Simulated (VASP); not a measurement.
All values below come from SCAN meta-GGA, VASP's PBE PAW potentials (set 64) (plane waves; VASP).

Input for VASP

POSCAR:
```
Tl
1
    1.7475017576    -3.0267619387     0.0000000000
    1.7475017576     3.0267619387     0.0000000000
    0.0000000000     0.0000000000     5.4485018049
Tl
2
Direct
  0.3333330000   0.6666670000   0.2500000000
  0.6666670000   0.3333330000   0.7500000000
```

**KPOINTS**
```
K-points
0
G
  12 12 7
```

**INCAR**
```
# general
SYSTEM  = Tl
PREC    = Accurate
ENCUT   = 520   # plane-wave cut-off (eV)
LREAL   = .FALSE.
LASPH   = .TRUE.   # aspherical one-centre terms

# electronic loop
EDIFF   = 1E-7   # SCF stop (eV)
NELM    = 100   # most electronic steps
ALGO    = Normal   # blocked Davidson
LMAXMIX = 4
LMIXTAU = .TRUE.

# smearing
ISMEAR  = 1   # Methfessel-Paxton
SIGMA   = 0.1   # width (eV)

# functional
METAGGA = SCAN

# ions
IBRION  = 2   # conjugate gradients
NSW     = 30   # most ionic steps
ISIF    = 4   # ions and shape, fixed volume
EDIFFG  = -0.01   # ionic stop

# output
LWAVE   = .FALSE.
LCHARG  = .FALSE.
```

POTCAR, in this order: Tl_d (PBE.64 set). Program: vasp_std.

The resulting files:

**OSZICAR**
```
       N       E                     dE             d eps       ncg     rms          rms(c)
DAV:   1    -0.162857191888E+02   -0.16286E+02   -0.14844E+04  2584   0.149E+03
DAV:   2    -0.150304570806E+03   -0.13402E+03   -0.13221E+03  2728   0.302E+02
DAV:   3    -0.152475622421E+03   -0.21711E+01   -0.21606E+01  3054   0.352E+01
DAV:   4    -0.152486950206E+03   -0.11328E-01   -0.11327E-01  2877   0.256E+00
DAV:   5    -0.152487060017E+03   -0.10981E-03   -0.10981E-03  2983   0.264E-01    0.314E+00
DAV:   6    -0.146540142931E+03    0.59469E+01   -0.42591E+00  2605   0.222E+01    0.366E+00
DAV:   7    -0.144933439553E+03    0.16067E+01   -0.19379E-01  2620   0.496E+00    0.249E+00
DAV:   8    -0.144779853503E+03    0.15359E+00   -0.17910E-01  2607   0.519E+00    0.232E-01
DAV:   9    -0.144535754169E+03    0.24410E+00   -0.28862E-01  2612   0.464E+00    0.563E-01
DAV:  10    -0.144609411017E+03   -0.73657E-01   -0.76465E-02  2631   0.212E+00    0.399E-01
DAV:  11    -0.144616721692E+03   -0.73107E-02   -0.12489E-03  2877   0.255E-01    0.441E-01
DAV:  12    -0.144616887769E+03   -0.16608E-03   -0.23016E-03  2650   0.309E-01    0.521E-01
DAV:  13    -0.144630916853E+03   -0.14029E-01   -0.15955E-02  2620   0.129E+00    0.980E-02
DAV:  14    -0.144633026681E+03   -0.21098E-02   -0.18240E-03  2737   0.312E-01    0.526E-02
DAV:  15    -0.144633211077E+03   -0.18440E-03   -0.81685E-05  2706   0.902E-02    0.673E-02
DAV:  16    -0.144633101782E+03    0.10929E-03   -0.28964E-04  2645   0.173E-01    0.214E-02
DAV:  17    -0.144633052452E+03    0.49330E-04   -0.19872E-05  2722   0.438E-02    0.257E-02
DAV:  18    -0.144633157356E+03   -0.10490E-03   -0.93889E-06  2645   0.332E-02    0.188E-02
DAV:  19    -0.144633365128E+03   -0.20777E-03   -0.67975E-05  2598   0.767E-02    0.449E-03
DAV:  20    -0.144633373571E+03   -0.84427E-05   -0.20576E-05  2634   0.397E-02    0.268E-03
DAV:  21    -0.144633379281E+03   -0.57103E-05   -0.64592E-07  2218   0.901E-03    0.345E-03
DAV:  22    -0.144633384229E+03   -0.49480E-05   -0.33894E-07  2003   0.544E-03    0.604E-04
DAV:  23    -0.144633384115E+03    0.11441E-06   -0.15317E-07  2016   0.411E-03    0.763E-04
DAV:  24    -0.144633383694E+03    0.42051E-06   -0.29845E-08  1322   0.185E-03    0.146E-04
DAV:  25    -0.144633383913E+03   -0.21914E-06   -0.83491E-09  1322   0.967E-04    0.154E-04
DAV:  26    -0.144633383840E+03    0.73316E-07   -0.55615E-09  1319   0.647E-04
   1 F= -.14463338E+03 E0= -.14463348E+03  d E =-.144633E+03
       N       E                     dE             d eps       ncg     rms          rms(c)
DAV:   1    -0.144644548559E+03   -0.11165E-01   -0.49011E-01  2640   0.558E+00    0.447E-01
DAV:   2    -0.144637524035E+03    0.70245E-02   -0.89486E-03  2697   0.875E-01    0.274E-01
DAV:   3    -0.144635656589E+03    0.18674E-02   -0.89361E-03  2620   0.121E+00    0.234E-02
DAV:   4    -0.144635362898E+03    0.29369E-03   -0.94225E-04  2629   0.407E-01    0.194E-02
DAV:   5    -0.144635466760E+03   -0.10386E-03   -0.39497E-04  2664   0.177E-01    0.133E-02
DAV:   6    -0.144635380257E+03    0.86503E-04   -0.31425E-04  2648   0.148E-01    0.545E-03
DAV:   7    -0.144635397437E+03   -0.17180E-04   -0.14587E-05  2672   0.325E-02    0.171E-03
DAV:   8    -0.144635389658E+03    0.77790E-05   -0.17367E-06  2611   0.144E-02    0.145E-03
DAV:   9    -0.144635401647E+03   -0.11989E-04   -0.18007E-06  2669   0.120E-02    0.261E-04
DAV:  10    -0.144635396895E+03    0.47521E-05   -0.16209E-07  2059   0.458E-03    0.157E-04
DAV:  11    -0.144635398267E+03   -0.13727E-05   -0.12780E-08  1316   0.119E-03    0.980E-05
DAV:  12    -0.144635398129E+03    0.13828E-06   -0.89590E-09  1310   0.697E-04    0.438E-05
DAV:  13    -0.144635398257E+03   -0.12752E-06   -0.20099E-09  1307   0.377E-04    0.112E-05
DAV:  14    -0.144635398229E+03    0.28031E-07   -0.74890E-11  1307   0.984E-05
   2 F= -.14463540E+03 E0= -.14463553E+03  d E =-.201439E-02
       N       E                     dE             d eps       ncg     rms          rms(c)
DAV:   1    -0.144660622726E+03   -0.25224E-01   -0.12895E+00  2650   0.905E+00    0.724E-01
DAV:   2    -0.144642521891E+03    0.18101E-01   -0.23356E-02  2682   0.142E+00    0.446E-01
DAV:   3    -0.144637903737E+03    0.46182E-02   -0.24192E-02  2623   0.201E+00    0.394E-02
DAV:   4    -0.144636796425E+03    0.11073E-02   -0.31044E-03  2601   0.727E-01    0.346E-02
DAV:   5    -0.144637009805E+03   -0.21338E-03   -0.90063E-04  2679   0.271E-01    0.230E-02
DAV:   6    -0.144636804760E+03    0.20504E-03   -0.91725E-04  2637   0.258E-01    0.108E-02
DAV:   7    -0.144636859920E+03   -0.55160E-04   -0.73901E-05  2655   0.643E-02    0.305E-03
DAV:   8    -0.144636849106E+03    0.10814E-04   -0.44275E-06  2657   0.242E-02    0.212E-03
DAV:   9    -0.144636870224E+03   -0.21118E-04   -0.58506E-06  2683   0.217E-02    0.640E-04
DAV:  10    -0.144636863573E+03    0.66510E-05   -0.42221E-07  2059   0.709E-03    0.359E-04
DAV:  11    -0.144636866218E+03   -0.26452E-05   -0.75484E-08  1362   0.272E-03    0.142E-04
DAV:  12    -0.144636864895E+03    0.13239E-05   -0.36225E-08  1309   0.141E-03    0.595E-05
DAV:  13    -0.144636865126E+03   -0.23125E-06   -0.58190E-09  1304   0.663E-04    0.240E-05
DAV:  14    -0.144636864970E+03    0.15548E-06   -0.33441E-10  1302   0.202E-04    0.149E-05
DAV:  15    -0.144636864911E+03    0.59526E-07   -0.69797E-11  1301   0.882E-05
   3 F= -.14463686E+03 E0= -.14463704E+03  d E =-.348107E-02
```

**OUTCAR**
```
------------------------ aborting loop because EDIFF is reached ----------------------------------------
  FORCE on cell =-STRESS in cart. coord.  units (eV):
  Direction    XX          YY          ZZ          XY          YZ          ZX
  --------------------------------------------------------------------------------------
  Total        0.3665896      0.3665896      0.3405065      0.0000000     -0.0000000      0.0000000
  in kB       10.1903177     10.1903185      9.4652699      0.0000000     -0.0000000      0.0000000
  external PRESSURE =       9.9486354 kB  Pullay stress =       0.0000000 kB
  volume of cell :       57.64
      direct lattice vectors                 reciprocal lattice vectors
     1.761704089 -3.051361106 -0.000000000     0.283816109 -0.163861301  0.000000000
     1.761704089  3.051361106  0.000000000     0.283816109  0.163861301  0.000000000
     0.000000000  0.000000000  5.361007514     0.000000000 -0.000000000  0.186532102
 POSITION                                       TOTAL-FORCE (eV/Angst)
 -----------------------------------------------------------------------------------
      1.76170      1.01712      1.34025        -0.000000     -0.000000      0.000000
      1.76170     -1.01712      4.02076         0.000000      0.000000      0.000000
 -----------------------------------------------------------------------------------
    total drift:                                0.000000      0.000456      0.000010
  FREE ENERGIE OF THE ION-ELECTRON SYSTEM (eV)
  ---------------------------------------------------
  free  energy   TOTEN  =      -144.6368649107 eV

  energy  without entropy=     -144.6374025659  energy(sigma->0) =     -144.63704413

 reached required accuracy - stopping structural energy minimisation
```
(Selected blocks of OUTCAR.)

CONTCAR:
```
Tl
   1.00000000000000
     1.7617040890721041   -3.0513611055086320   -0.0000000000000000
     1.7617040890721041    3.0513611055086320    0.0000000000000000
     0.0000000000000000    0.0000000000000000    5.3610075136427495
  Tl
     2
Direct
     0.3333330000000032    0.6666669999999968    0.2500000000000000
     0.6666669999999968    0.3333330000000032    0.7500000000000000
```

The compound is Tl in the hcp structure. This cell is one point of a volume scan, at 0.97 of the reference volume. Symmetry was kept, so distortions that lower it aren't found.
